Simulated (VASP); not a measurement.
Output of a VASP run:

### OSZICAR
```
...
DAV:   1    -0.366058438073E+02   -0.24823E+02   -0.71418E+02  3241   0.363E+02    0.138E+02
DAV:   2    -0.121330390651E+02    0.24473E+02   -0.43296E+01  3313   0.994E+01    0.194E+01
DAV:   3    -0.813719243331E+01    0.39958E+01   -0.10639E+01  3286   0.469E+01    0.250E+01
DAV:   4    -0.819417828288E+01   -0.56986E-01   -0.46999E-01  3363   0.885E+00    0.256E+00
DAV:   5    -0.819036028562E+01    0.38180E-02   -0.85226E-02  3400   0.399E+00    0.742E-01
DAV:   6    -0.819003427630E+01    0.32601E-03   -0.83619E-04  3373   0.393E-01    0.338E-01
DAV:   7    -0.818999642269E+01    0.37854E-04   -0.20903E-04  3433   0.206E-01    0.791E-02
DAV:   8    -0.818999678452E+01   -0.36183E-06   -0.10146E-06  3430   0.135E-02    0.233E-02
DAV:   9    -0.818999712120E+01   -0.33668E-06   -0.24229E-08  1897   0.223E-03    0.407E-04
DAV:  10    -0.818999711850E+01    0.27012E-08   -0.21583E-09  1634   0.741E-04
   2 F= -.63467563E+01 E0= -.63468667E+01  d E =0.256523E+01
       N       E                     dE             d eps       ncg     rms          rms(c)
DAV:   1    -0.326911256651E+02   -0.24501E+02   -0.61000E+02  3199   0.374E+02    0.300E+01
DAV:   2    -0.124522008374E+02    0.20239E+02   -0.52264E+01  3268   0.834E+01    0.349E+01
DAV:   3    -0.115057410548E+02    0.94646E+00   -0.36890E+00  3378   0.237E+01    0.153E+01
DAV:   4    -0.116546385712E+02   -0.14890E+00   -0.29302E-01  3412   0.651E+00    0.433E+00
DAV:   5    -0.117036573888E+02   -0.49019E-01   -0.22070E-02  3436   0.135E+00    0.455E-01
DAV:   6    -0.117036983964E+02   -0.41008E-04   -0.20782E-04  3487   0.149E-01    0.121E-01
DAV:   7    -0.117036837559E+02    0.14640E-04   -0.10072E-05  3440   0.411E-02    0.109E-02
DAV:   8    -0.117036842252E+02   -0.46934E-06   -0.21338E-07  3194   0.532E-03    0.889E-03
DAV:   9    -0.117036837838E+02    0.44148E-06   -0.18402E-08  1883   0.194E-03    0.279E-04
DAV:  10    -0.117036837717E+02    0.12107E-07   -0.11935E-09  1697   0.508E-04
   3 F= -.90368832E+01 E0= -.90368210E+01  d E =-.124896E+00
       N       E                     dE             d eps       ncg     rms          rms(c)
DAV:   1    -0.116967241578E+02    0.69596E-02   -0.42348E-01  3343   0.944E+00    0.174E+00
DAV:   2    -0.116817879003E+02    0.14936E-01   -0.29891E-02  3313   0.226E+00    0.285E-01
DAV:   3    -0.116804666459E+02    0.13213E-02   -0.51665E-03  3435   0.920E-01    0.261E-01
DAV:   4    -0.116805868313E+02   -0.12019E-03   -0.87970E-05  3379   0.113E-01    0.931E-03
DAV:   5    -0.116805869693E+02   -0.13801E-06   -0.84634E-06  3532   0.368E-02    0.185E-03
DAV:   6    -0.116805867258E+02    0.24356E-06   -0.82671E-08  2143   0.395E-03    0.588E-04
DAV:   7    -0.116805867146E+02    0.11161E-07   -0.13332E-08  1667   0.161E-03
   4 F= -.90400701E+01 E0= -.90399877E+01  d E =-.128083E+00
       N       E                     dE             d eps       ncg     rms          rms(c)
DAV:   1    -0.116724449059E+02    0.81418E-02   -0.85534E-02  3343   0.425E+00    0.783E-01
DAV:   2    -0.116694365032E+02    0.30084E-02   -0.60283E-03  3316   0.101E+00    0.130E-01
DAV:   3    -0.116691711172E+02    0.26539E-03   -0.10453E-03  3429   0.414E-01    0.116E-01
DAV:   4    -0.116691987607E+02   -0.27643E-04   -0.18006E-05  3376   0.509E-02    0.449E-03
DAV:   5    -0.116691987481E+02    0.12629E-07   -0.15566E-06  3523   0.158E-02    0.845E-04
DAV:   6    -0.116691986527E+02    0.95328E-07   -0.12135E-08  1822   0.155E-03
   5 F= -.90404109E+01 E0= -.90403268E+01  d E =-.128424E+00
```

OUTCAR:
```
------------------------ aborting loop because EDIFF is reached ----------------------------------------
  FORCE on cell =-STRESS in cart. coord.  units (eV):
  Direction    XX          YY          ZZ          XY          YZ          ZX
  --------------------------------------------------------------------------------------
  Total        2.6286867      2.6286867      2.6286867      0.0000000      0.0000000      0.0000000
  in kB      299.9884687    299.9884687    299.9884687      0.0000000      0.0000000      0.0000000
  external PRESSURE =      -0.0115313 kB  Pullay stress =     300.0000000 kB
  volume of cell :       14.04
      direct lattice vectors                 reciprocal lattice vectors
    -1.519713138  1.519713138  1.519713138     0.000000000  0.329009461  0.329009461
     1.519713138 -1.519713138  1.519713138     0.329009461  0.000000000  0.329009461
     1.519713138  1.519713138 -1.519713138     0.329009461  0.329009461  0.000000000
 POSITION                                       TOTAL-FORCE (eV/Angst)
 -----------------------------------------------------------------------------------
      0.00000      0.00000     -0.00000        -0.000000      0.000000     -0.000000
 -----------------------------------------------------------------------------------
    total drift:                                0.000000     -0.000000      0.000000
  FREE ENERGIE OF THE ION-ELECTRON SYSTEM (eV)
  ---------------------------------------------------
  free  energy   TOTEN  =       -11.6691986527 eV

  energy  without entropy=      -11.6689463506  energy(sigma->0) =      -11.66911455
  enthalpy is  TOTEN    =        -9.0404109325 eV   P V=        2.6287877203

 reached required accuracy - stopping structural energy minimisation
```
(Selected blocks of OUTCAR.)

**POSCAR**
```
Mo
1
   -1.5650523707     1.5650523707     1.5650523707
    1.5650523707    -1.5650523707     1.5650523707
    1.5650523707     1.5650523707    -1.5650523707
Mo
1
Direct
  0.0000000000   0.0000000000   0.0000000000
```

Task: Write an INCAR and KPOINTS that could have produced this output.

Result: This is not unique; one that fits is the input of the run itself, PBEsol GGA, plane waves, VASP's PBE PAW potentials (set 64).

**INCAR**
```
SYSTEM  =  Mo
PREC  =  Accurate; ENCUT  =  480; LREAL  =  .False.
LASPH  =  .True.
EDIFF  =  1E-7; NELM  =  100; ALGO  =  Normal
LMAXMIX  =  4
ISMEAR  =  1; SIGMA  =  0.1
GGA  =  PS
IBRION  =  2; NSW  =  40; ISIF  =  3
EDIFFG  =  -0.01; PSTRESS  =  300
LWAVE  =  .False.; LCHARG  =  .False.
```

KPOINTS:
```
Automatic mesh
0
Gamma
16 16 16
0 0 0
```

POTCAR, in this order: Mo_sv (PBE.64 set). Program: vasp_std.

Energy and stress use the plane-wave basis of the starting cell.

The compound is Mo in the bcc structure. This run relaxes it under an external pressure of 30 GPa. Symmetry was kept, so distortions that lower it aren't found.
